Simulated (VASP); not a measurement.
Input:

```xyz
1
Lattice="-2.1552 2.1552 2.1552 2.1552 -2.1552 2.1552 2.1552 2.1552 -2.1552" Properties=species:S:1:pos:R:3 pbc="T T T"
Eu     0.0000     0.0000     0.0000
```

Method: TPSS meta-GGA, VASP's PBE PAW potentials (set 64) (plane waves; VASP 6.6.1). Run with 520 eV cut-off, 12×12×12 Γ-centred mesh, first-order Methfessel-Paxton smearing of 0.10 eV, potentials Eu_2.

The 4f electrons are frozen in the core of the lanthanide potential, so 4f levels, which can set the real gap, and their magnetism are missing.

**Question.** What does the run give for the energy per atom (σ→0), band gap (on the k-mesh) with the smallest direct gap where there is one?

**Answer.** 
```yaml
band gap (on the k-mesh): none (metal, semimetal or under 0.01 eV)
energy per atom (σ→0): -6.532 eV/atom
```

Only differences to runs with the same potentials and settings are physical.

The compound is Eu in the bcc structure. This cell is one point of a volume scan, at 0.94 of the reference volume.
